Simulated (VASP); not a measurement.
Crystal: In5Ga3As8.

```
In Ga As
1.0
     0.00000    5.90610    5.90610
     5.90610    0.00000    5.90610
     5.90610    5.90610    0.00000
In Ga As
5 3 8
Direct
  0.00000 0.00000 0.00000
  0.00000 0.50000 0.00000
  0.50000 0.00000 0.00000
  0.50000 0.00000 0.50000
  0.50000 0.50000 0.50000
  0.00000 0.00000 0.50000
  0.00000 0.50000 0.50000
  0.50000 0.50000 0.00000
  0.12500 0.12500 0.12500
  0.12500 0.12500 0.62500
  0.12500 0.62500 0.12500
  0.12500 0.62500 0.62500
  0.62500 0.12500 0.12500
  0.62500 0.12500 0.62500
  0.62500 0.62500 0.12500
  0.62500 0.62500 0.62500
```

The cell comes from a database or a generator and needn't be the stable form of this composition.

```yaml
Program: VASP 6.6.1
Task: relaxation of cell and atoms
Functional: PBEsol
Potentials_or_basis: VASP PAW PBE potentials, release 64 (In_d, Ga_d, As)
Cutoff: 520 eV
k_mesh: 4 × 4 × 4
Occupations: gaussian, width 0.03 eV
Spin: no spin polarisation
```

At the start: pressure 1.7 GPa; volume 25.75 Å³/atom.

Task: Where does the relaxation end?

Result: Over 18 steps the energy falls by 34.6 meV/atom and the volume is 26.11 Å³/atom (+1.4 %); space group I-4m2 (No. 119, to 0.05 Å).

Step by step:
```csv
step,energy change (eV),largest force (eV/Å),pressure (GPa),volume (Å³)
1,0.0000,1.2707,1.72,412.03
2,-0.3944,0.5135,-1.25,428.70
3,-0.4035,0.4095,-1.71,431.90
4,-0.5500,0.0837,-0.28,419.78
5,-0.5515,0.0854,-0.10,418.46
6,-0.5537,0.0365,0.01,417.66
7,-0.5539,0.0219,-0.01,417.35
8,-0.5533,0.0423,0.10,416.74
9,-0.5539,0.0220,0.06,417.21
10,-0.5539,0.0210,0.06,417.26
11,-0.5542,0.0132,0.07,417.83
12,-0.5539,0.0259,-0.09,418.40
13,-0.5541,0.0127,-0.10,418.02
14,-0.5542,0.0130,-0.02,417.91
15,-0.5542,0.0131,-0.03,417.90
16,-0.5542,0.0132,-0.02,417.86
17,-0.5542,0.0133,-0.01,417.85
18,-0.5543,0.0044,-0.01,417.75
```

Final structure:
```yaml
crystal:
  lattice:
    - [0.00000, 5.94806, 5.92594]
    - [5.92594, 0.00000, 5.92594]
    - [5.92594, 5.94806, 0.00000]
  atoms:
    - { symbol: In, position: [0.00054, 0.99946, 0.99946] }
    - { symbol: In, position: [0.00054, 0.50054, 0.99946] }
    - { symbol: In, position: [0.50000, 0.00000, 0.00000] }
    - { symbol: In, position: [0.49946, 0.99946, 0.50054] }
    - { symbol: In, position: [0.49946, 0.50054, 0.50054] }
    - { symbol: Ga, position: [0.00014, 0.99986, 0.50014] }
    - { symbol: Ga, position: [0.00000, 0.50000, 0.50000] }
    - { symbol: Ga, position: [0.49986, 0.50014, 0.99986] }
    - { symbol: As, position: [0.11975, 0.11986, 0.14053] }
    - { symbol: As, position: [0.11530, 0.13461, 0.61530] }
    - { symbol: As, position: [0.13478, 0.61530, 0.13461] }
    - { symbol: As, position: [0.11530, 0.63478, 0.61530] }
    - { symbol: As, position: [0.61986, 0.14053, 0.11986] }
    - { symbol: As, position: [0.64053, 0.11986, 0.61975] }
    - { symbol: As, position: [0.61986, 0.61975, 0.11986] }
    - { symbol: As, position: [0.63461, 0.61530, 0.63478] }
```

Caveat: the PAW data sets were made with another functional, which shifts forces and pressure a little.
